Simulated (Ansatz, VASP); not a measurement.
# Cross-check of Zr (Zirconium) between VASP and Ansatz

Aim: how closely do two programs agree when they are given the same cell, functional and k mesh? The cell is taken from a series of runs on this material, whose earlier steps may have relaxed, scaled, displaced or heated it; both programs get it as it stands.

Program: Ansatz 0.2.0. Level of theory: plane waves, with VASP 6.6.1 beside it; zone-centre phonons at PBEsol. Results are calculated unless marked as measured.

**1. Starting point**

Symmetry: P6_3/mmc, No. 194, hexagonal system. Conventional cell: a = 3.232 Å, b = 3.232 Å, c = 5.147 Å, α = 90.00°, β = 90.00°, γ = 120.00°. Zr has 12 Zr at 3.18 to 3.23 Å nearest.

**2. Ansatz: zone-centre phonons, PBEsol**

Ansatz runs on its PAW soft_1 files.

Second derivatives magnify differences that forces hide, and they need a tight electronic threshold.

Input file input.yaml:

```yaml
crystal:
  lattice:
    - [3.232, 0.0, 0.0]
    - [-1.616, 2.798994105, 0.0]
    - [0.0, 0.0, 5.147]
  atoms:
    - { symbol: Zr, position: [0.3333333333, 0.6666666667, 0.25] }
    - { symbol: Zr, position: [0.6666666667, 0.3333333333, 0.75] }
kpoints:
  mp_grid: { grid: [18, 18, 10] }
hamiltonian:
  xc: pbesol
  pseudopotentials: { kind: paw, azcp: { folder: soft_1 }, xc_functional: pbe }
scf:
  occupations: { method: methfessel_paxton, width: 0.2 }
output:
  eigenvalues: true
phonons:
  method: dfpt
```

Command:

```console
> ansatz run input.yaml --threads 4 --pin off --max-ram 15360MiB --backend cpu --events-out ev --progress --plain --runs-dir out
```

Numbers of over 12 decimals in the logs are rounded to 6 here.

Output:

```text
zone centre: on kpoints.mp_grid the ground state, and the responses unless they are solved on pairs of k-points, stand on 546 of the mesh's 3240 k-points, reduced under 4 symmetry operations, with k and −k counted as one. Each operation leaves every solved displacement unchanged or reverses it
Engine: ansatz 0.2.0, aarch64-unknown-linux-gnu
Pseudopotentials: kind: paw
Pseudopotential: Zr, paw, valence charge 12, recommended cutoff 420 eV (normal), soft_1/Zr.paw.azcp
Functional definition: PBEsol
  exchange = pbesol_x
  correlation = pbesol_c
Crystal: 2 atoms, lattice volume = 46.562 Å³
Basis set: ecut = 420 eV, 929 PW (Γ), exchange–correlation on 48×48×72 points (8 copies of the dense FFT grid, shifted against one another)
Bands: 16, of which v1, the nominal top of the filled ones, is band 12 counted from 1 (11 counted from 0)
Symmetry: 24 space group operations
k-points: 546 of 3240 (irreducible under 4 space group operations, time reversal used)
Non-local potential: Zr, projectors of the file, l = 0: 3, l = 1: 2, l = 2: 2, l = 3: 1
PAW form: soft (Blöchl's): semilocal exchange-correlation on the pseudo side does not see the compensation charge
PAW frozen core: Zr, regenerated for the run's functional, and the local potential with it (the file was generated under x = pbe(κ = 0.804, μ = 0.219515), c = pbe(β = 0.066725))
PAW one-centre angular grid: Zr, 590 points (default); XC on 64 Gauss nodes
Initial density: superposition of atomic densities (chi_scale 0.1, normalization cell)
Initial wavefunctions: pseudopotential atomic-orbital guess
Functional: x = pbesol(κ = 0.804, μ = 0.123457), c = pbesol(β = 0.046)
SCF iter   1: F=—  HF=-8257.507667 eV  |F-HF|=—  |Δ(HF+E_count)|=         —  Δρ=3.01e-2  dr2=5.49e-1  ethr=3.10e-3  ⟨swp⟩=5.1  Hψ=80137  notcnv=0
automatic band count: the SCF goes on with 20 bands, as 16 were too few: they end inside the smearing window of the response
preconditioner: auto → Kerker (q_TF=auto, 2.443 Å⁻¹)  [metal: Δε(μ)=0.005 eV  Ē_g=5.140 eV  σ=0.200 eV  W_gap=0.02  n_scr=10 (ndim 8)  ℏωp=15.4 eV  f_vac=0.000  D(μ)=1.80/eV (n_scr^D=22)]
SCF iter   2: F=—  HF=-8257.370791 eV  |F-HF|=—  |Δ(HF+E_count)|=   1.37e-1  S|Δr|=    0.00e0  Δρ=1.87e-2  dr2=2.07e-1  ethr=2.29e-3  ⟨swp⟩=1.9  Hψ=17136  notcnv=0  defer=232
SCF iter   3: F=—  HF=-8257.298577 eV  |F-HF|=—  |Δ(HF+E_count)|=   7.22e-2  S|Δr|=    0.00e0  Δρ=1.96e-3  dr2=1.11e-3  ethr=8.61e-4  ⟨swp⟩=3.0  Hψ=19923  notcnv=0  defer=232
SCF iter   4: F=—  HF=-8257.298571 eV  |F-HF|=—  |Δ(HF+E_count)|=   5.95e-6  S|Δr|=    0.00e0  Δρ=3.10e-4  dr2=2.99e-5  ethr=4.61e-6  ⟨swp⟩=2.0  Hψ=16599  notcnv=0  defer=232
SCF iter   5: F=—  HF=-8257.298574 eV  |F-HF|=—  |Δ(HF+E_count)|=   2.23e-6  S|Δr|=    0.00e0  Δρ=3.54e-5  dr2=3.51e-7  ethr=1.25e-7  ⟨swp⟩=1.0  Hψ=10110  notcnv=0  defer=232
SCF iter   6: F=—  HF=-8257.298573 eV  |F-HF|=—  |Δ(HF+E_count)|=   2.67e-7  S|Δr|=    0.00e0  Δρ=7.58e-6  dr2=1.83e-8  ethr=1.46e-9  ⟨swp⟩=2.3  Hψ=16705  notcnv=0  defer=755
SCF iter   7: F=—  HF=-8257.298573 eV  |F-HF|=—  |Δ(HF+E_count)|=  9.26e-10  S|Δr|=    0.00e0  Δρ=1.04e-6  dr2=3.76e-10  ethr=7.63e-11  ⟨swp⟩=1.4  Hψ=10322  notcnv=0  defer=755
SCF iter   8: F=—  HF=-8257.298573 eV  |F-HF|=—  |Δ(HF+E_count)|=  2.55e-11  S|Δr|=    0.00e0  Δρ=2.19e-7  dr2=1.32e-11  ethr=1.57e-12  ⟨swp⟩=2.7  Hψ=16197  notcnv=0  defer=755
SCF iter   9: F=-8257.298573 eV  HF=-8257.298573 eV  |F-HF|=0.00e0  |Δ(HF+E_count)|=    0.00e0  S|Δr|=    0.00e0  Δρ=2.66e-8  dr2=2.11e-13  ethr=1.00e-12  ⟨swp⟩=9.4  Hψ=43975  notcnv=0
SCF 1 converged in 9 iterations: F = -8257.298573 eV  dr2 = 2.11e-13
  greatest PAW one-centre occupation: 0.996 electrons in one spin orbital (limit 2), on the Zr atom at site 1 (counted from 0), in its partial waves of l = 0
DFPT response loops at Γ: preconditioner auto → Kerker (q_TF=auto, 2.443 Å⁻¹) (partly filled bands, converged f_vac=0.000); β = 1.00, the filter's whole step (`scf.mixing.beta` (0.50) is not read by the response loops under this deck's `scf.mixing.preconditioner`; to damp them name `kerker` or `kerker_dos`, under which they read `scf.mixing.beta`, and type it under 1.00, their step now; both keys bind the ground state too); Broyden in place of MSR1
SCF converged after 9 iterations
Stability not checked: this state was not tested for a lower state beside it, because cold or Methfessel-Paxton smearing, or corrected tetrahedra, fill the levels in a way that the test cannot read (fill_not_monotonic; see scf.lower_state_search)
Free energy (F): -8257.298573 eV
Harris-Foulkes:  -8257.298573 eV  (|F-HF|=0.00e0)
Internal energy: -8257.300684 eV  (E = F + TS)
E sigma→0 (E₀):  -8257.299101 eV
Entropy (-TS):   0.002111 eV (1.056 meV/atom)
Fermi energy:    13.859279 eV
Step filling:    the computed levels leave a gap of 0.0000 eV = 0.0 smearing widths at the electron count; against every level under it full and every level over it empty, smearing changes F+E_penalty+E_count by +0.272 meV and its σ→0 estimate by -0.256 meV
--- Per-component energies (eV) ---
  E_band       = -196.296439
  E_kinetic    = 630.567106
  E_local      = -1210.720617  (includes V_loc(G=0)·N_el)
  E_nonlocal   = 153.426772
  E_hartree    = 392.298840
  E_xc         = -306.396355
  E_vxc        = -363.568241  (∫ρ·V_xc dr)
  E_paw        = -5819.661923  (= ΣΔE_a)
  E_vpaw       = -190.599099  (= ΣTr[D̂ρ^β])
  E_aug_tail   = -0.000050  (compensation charges beyond the density's cutoff)
  E_ewald      = -2097.145899
  E_core_change = 0.331442  (= ΣΔE_core)
  E_smearing   = 0.002111  (= −TS)
  E_closure    = -0.000000  (closes the sum)
  Σ components = -8257.298573   (vs F -8257.298573, Δ=0.00e0)
--- Band table (eV; the first three rows and the last of 546) ---
  k-point 0: bands = [... 8 lower, 8.1774, 10.8055, 14.7012, 14.7012, 14.8547, 15.0311, 15.3961, 15.3961, ... 4 higher]
  k-point 1: bands = [... 8 lower, 8.2618, 10.8007, 14.6523, 14.6523, 14.7886, 14.8690, 15.3306, 15.3306, ... 4 higher]
  k-point 2: bands = [... 8 lower, 8.5079, 10.7642, 14.4835, 14.5626, 14.5626, 14.6054, 15.1632, 15.1632, ... 4 higher]
  k-point 545: bands = [... 8 lower, 11.6699, 11.6699, 13.1920, 13.1920, 13.8230, 13.8230, 15.6881, 15.6881, ... 4 higher]
--- Phonons (Γ-DFPT): 2 representative perturbations + reference, on 546 of 3240 k-points (Σ response iterations 6) ---
  k mesh reduced under 4 symmetry operations, with k and −k counted as one. Each operation leaves every solved displacement unchanged or reverses it
  ASR residual: 1.078e-5 → 0.000e0 eV/Å²; symmetrization residual: 2.318e-13 eV/Å²
  ASR residual per site (eV/Å²): 1.08e-5 1.08e-5
  Γ frequencies (cm⁻¹): 0.00 0.00 0.00 71.88 71.88 144.01
  non-analytic LO–TO correction: not included (Born effective charges unavailable; polar crystals: no LO–TO splitting at Γ)
```

In the SCF lines HF is the Harris–Foulkes energy and dr2 the Hartree energy of the density residual, in eV; the loop may stop once dr2 is under the threshold and the program's other checks hold. Hψ counts applications of the Hamiltonian.

[end of part 1 of 2]

[Lines on the potential files, build, host, timing and source positions are cut from VASP's logs without a mark.]

[Logs are printed without paths, hosts, clocks, repeated set-up lines and the standing remarks that a program may print on its own settings, such as how far it seeks lower states.]

[Hosts, paths, dates, database ids (printed as entryN), source tags and the programs' standing remarks are cut or masked in the printed files.]
